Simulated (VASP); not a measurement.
Tl (hcp) is relaxed at rising pressure, each step from the one before. Symmetry mostly holds the structure type, and other phases were not tried. The mesh follows the cell, and a change of mesh leaves a small step in the series.

Input:

```
Tl
1.0
    1.72896    -2.99464     0.00000
    1.72896     2.99464     0.00000
    0.00000     0.00000     5.30070
Tl
2
Direct
  0.33333   0.66667   0.25000
  0.66667   0.33333   0.75000
```

Calculation: LDA (Ceperley-Alder, Perdew-Zunger), VASP's LDA PAW potentials (set 64) (plane waves; VASP 6.6.1). Settings: 500 eV cut-off, 12×12×7 Γ-centred mesh, first-order Methfessel-Paxton smearing of 0.10 eV, potentials Tl_d.

Unless said otherwise, spin-orbit coupling is left out, though it shifts the bands of the heavy elements here.

| P (GPa) | V (Å³/atom) | H − H(0) (eV/atom) | space group | gap on the mesh (eV) | k-mesh |
|---|---|---|---|---|---|
| 0 | 27.45 | 0.000 | P6_3/mmc | 0.00 | 12×12×7 |
| 5 | ___ | ___ | P6_3/mmc | 0.00 | 13×13×7 |
| 10 | 23.45 | 1.569 | P6_3/mmc | 0.00 | 13×13×7 |
| 20 | 21.46 | 2.967 | P6_3/mmc | 0.00 | 13×13×7 |
| 30 | 20.17 | 4.265 | P6_3/mmc | 0.00 | 14×14×8 |
| 45 | ___ | ___ | P6_3/mmc | 0.00 | 14×14×8 |

Some entries are withheld; supply them.

- 5, V (Å³/atom): 24.99
- 5, H − H(0) (eV/atom): 0.813
- 45, V (Å³/atom): 18.77
- 45, H − H(0) (eV/atom): 6.084

Pressures at which the relaxation failed are left out.

The compound is Tl in the hcp structure.
